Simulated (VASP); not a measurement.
An input for Ansatz (written as the equivalent of a VASP run, and not itself run):

Ansatz 0.2 input:
```yaml
crystal:
  lattice:
    - [-3.4891995, 3.4891995, 2.6842028]
    - [3.4891995, -3.4891995, 2.6842028]
    - [3.4891995, 3.4891995, -2.6842028]
  atoms:
    - { symbol: Cd, position: [0.0000000, 1.0000000, 0.0000000] }
    - { symbol: Cd, position: [0.7500000, 0.2500000, 0.5000000] }
    - { symbol: Ge, position: [0.5000000, 0.5000000, 0.0000000] }
    - { symbol: Ge, position: [0.2500000, 0.7500000, 0.5000000] }
    - { symbol: As, position: [0.8750000, 0.8648815, 0.4898815] }
    - { symbol: As, position: [0.1351185, 0.6250000, 0.0101185] }
    - { symbol: As, position: [0.3750000, 0.3851185, 0.5101185] }
    - { symbol: As, position: [0.6148815, 0.1250000, 0.9898815] }
kpoints:
  mp_grid: { grid: [7, 7, 7] }
hamiltonian:
  xc: pbe
  pseudopotentials: { kind: paw }
scf:
  occupations: { method: methfessel_paxton, width: 0.1 }
  max_iter: 100
relax:
  max_steps: 40
  f_tol: 0.02
  cell: { p_target: 45 }
output: { forces: true, stress: true, eigenvalues: true }
```

Question: Translate this input to VASP (INCAR, KPOINTS, POSCAR, choice of POTCAR).

Answer: One answer among several that fit: 
**KPOINTS**
```
Automatic
0
G
  7 7 7
```

**POSCAR**
```
CdGeAs2
1
   -3.4891994658     3.4891994658     2.6842028234
    3.4891994658    -3.4891994658     2.6842028234
    3.4891994658     3.4891994658    -2.6842028234
Cd Ge As
2 2 4
Direct
  0.0000000000   1.0000000000   0.0000000000
  0.7500000000   0.2500000000   0.5000000000
  0.5000000000   0.5000000000   0.0000000000
  0.2500000000   0.7500000000   0.5000000000
  0.8750000000   0.8648814769   0.4898814769
  0.1351185231   0.6250000000   0.0101185231
  0.3750000000   0.3851185231   0.5101185231
  0.6148814769   0.1250000000   0.9898814769
```

### INCAR
```
SYSTEM = CdGeAs2
GGA = PE   ! PBE
PSTRESS = 450   ! kbar
LASPH = .TRUE.
IBRION = 2   ! conjugate gradients
ALGO = Normal
LWAVE = .FALSE.
NELM = 100
NSW = 40
PREC = Accurate
EDIFFG = -0.02   ! ionic stop
SIGMA = 0.1   ! width (eV)
LCHARG = .FALSE.
ENCUT = 500
EDIFF = 1E-6   ! SCF stop (eV)
ISIF = 3   ! ions, shape and volume
ISMEAR = 1
LREAL = .FALSE.
LMAXMIX = 4   ! l cut-off of mixed one-centre charges
```

POTCAR, in this order: Cd Ge_d As (PBE.64 set). Program: vasp_std.

The two are equivalent in intent, not identical: each code has its own PAW files, so the cut-off isn't converted (ENCUT is set for VASP's; basis.ecutwfc is left out, and Ansatz then takes the one that its files recommend); Ansatz stops its SCF on the density residual and VASP on the energy change (EDIFF).

The compound is CdGeAs2 in the chalcopyrite structure. This run relaxes it under an external pressure of 45 GPa. Symmetry was kept, so distortions that lower it aren't found.
